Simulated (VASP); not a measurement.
Given:

```xyz
2
Lattice="2.8205 0.0000 0.0000 0.0000 2.8205 0.0000 0.0000 0.0000 2.8205" Properties=species:S:1:pos:R:3 pbc="T T T"
Al     1.4103     1.4103     1.4103
Co     0.0000     0.0000     0.0000
```

Method: r2SCAN meta-GGA, VASP's PBE PAW potentials (set 64) (plane waves; VASP). Run with 400 eV cut-off, 12×12×12 Γ-centred mesh, first-order Methfessel-Paxton smearing of 0.10 eV, potentials Al Co.

Predict the energy per atom (σ→0), band gap (on the k-mesh) with the smallest direct gap where there is one.

```yaml
band gap (on the k-mesh): none (metal, semimetal or under 0.01 eV)
energy per atom (σ→0): -10.539 eV/atom
```

Only differences to runs with the same potentials and settings are physical.

The compound is CoAl in the CsCl type structure. It was relaxed first. The start is the result of an earlier pass. The run is not spin-polarised, so no magnetic state was tried.
